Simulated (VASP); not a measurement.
```xyz
2
Lattice="0.0000 3.4749 3.4749 3.4749 0.0000 3.4749 3.4749 3.4749 0.0000" Properties=species:S:1:pos:R:3 pbc="T T T"
Ba     0.0000     0.0000     0.0000
Te     3.4749     3.4749     3.4749
```

Method: rev-vdW-DF2, VASP's PBE PAW potentials (set 64) (plane waves; VASP). Run with 520 eV cut-off, 7×7×7 Γ-centred mesh, Gaussian smearing of 0.050 eV, potentials Ba_sv Te.

Problem. Estimate the energy per atom (σ→0), pressure.

Solution. 
```
Item                            Value
---------------------  --------------
energy per atom (σ→0)  -2.566 eV/atom
pressure                     1.01 GPa
```

The compound is BaTe in the rock salt structure. This cell is one point of a volume scan, at 0.97 of the reference volume.
